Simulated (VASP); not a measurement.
An input for Quantum ESPRESSO's pw.x (written as the equivalent of a VASP run, and not itself run):

```
&CONTROL
  calculation = 'vc-relax'
  pseudo_dir = './pseudo'
  outdir = './out'
  tprnfor = .true.
  tstress = .true.
  nstep = 40
  forc_conv_thr = 0.00078
/
&SYSTEM
  ibrav = 0
  nat = 2
  ntyp = 2
  ecutwfc = 86
  occupations = 'smearing'
  smearing = 'methfessel-paxton'
  degauss = 0.00735
  input_dft = 'pbesol'
/
&ELECTRONS
  conv_thr = 7.3e-08
  electron_maxstep = 100
/
&IONS
/
&CELL
  press = 200
/
ATOMIC_SPECIES
  Pb 207.200 Pb.upf
  Se 78.971 Se.upf
CELL_PARAMETERS angstrom
     0.0000000    3.0576346    3.0576346
     3.0576346   -0.0000000    3.0576346
     3.0576346    3.0576346   -0.0000000
ATOMIC_POSITIONS crystal
  Pb   1.0000000  0.0000000  0.0000000
  Se   0.2500000  0.2500000  0.2500000
K_POINTS automatic
  10 10 10 0 0 0
```

Problem. Write the VASP files for the same calculation (PBEsol).

Solution. One answer among several that fit: 
### POSCAR
```
PbSe
1
    0.0000000000     3.0576346407     3.0576346407
    3.0576346407    -0.0000000000     3.0576346407
    3.0576346407     3.0576346407    -0.0000000000
Pb Se
1 1
Direct
  1.0000000000   0.0000000000   0.0000000000
  0.2500000000   0.2500000000   0.2500000000
```

### INCAR
```
ALGO=Normal
EDIFF=1E-6
EDIFFG=-0.02
ENCUT=500
GGA=PS
IBRION=2
ISIF=3
ISMEAR=1
LASPH=.TRUE.
LCHARG=.FALSE.
LMAXMIX=4
LREAL=.FALSE.
LWAVE=.FALSE.
NELM=100
NSW=40
PREC=Accurate
PSTRESS=200
SIGMA=0.1
SYSTEM=PbSe
```

KPOINTS:
```
Automatic
0
gamma
 10 10 10
```

POTCAR, in this order: Pb_d Se (PBE.64 set). Program: vasp_std.

The two are equivalent in intent, not identical: the potentials are each code's own (VASP's PAW set, PseudoDojo norm-conserving files in pw.x), so ENCUT and ecutwfc are chosen apart and not converted; conv_thr bounds pw.x's estimated SCF error, while EDIFF bounds the energy change between steps; forc_conv_thr acts on force components and is met together with etot_conv_thr.

The structure was generated: PbSe was put into the zinc blende type (F-43m), which need not be its known phase. This run relaxes it under an external pressure of 20 GPa. Symmetry was kept, so distortions that lower it aren't found.
